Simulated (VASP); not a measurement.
Input:

```
CELL_PARAMETERS angstrom
      1.68347    -2.91586     0.00000
      1.68347     2.91586     0.00000
      0.00000     0.00000    12.98738
ATOMIC_POSITIONS crystal
  Te 0.33333 0.66667 0.89060
  Te 0.66667 0.33333 0.39060
  Te 0.66667 0.33333 0.10940
  Te 0.33333 0.66667 0.60940
  Mo 0.33333 0.66667 0.25000
  Mo 0.66667 0.33333 0.75000
```

Method: PBEsol GGA, VASP's PBE PAW potentials (set 64) (plane waves; VASP). Run with 500 eV cut-off, 8×8×2 Γ-centred mesh, Gaussian smearing of 0.050 eV, potentials Te Mo_sv.

Without a dispersion term in the relaxation, distances and binding between the weakly bound layers, chains or molecules are unreliable, and so is what depends on them.

Question: Estimate the energy per atom (σ→0), pressure.

Answer: 
The energy per atom (σ→0) comes out as -6.480 eV/atom and the pressure comes out as 10.05 GPa.

The absolute energy has meaning only against runs of the same code, potentials and settings.

The compound is MoTe2 in the 2H layered structure. It was relaxed first under an external pressure of 10 GPa.
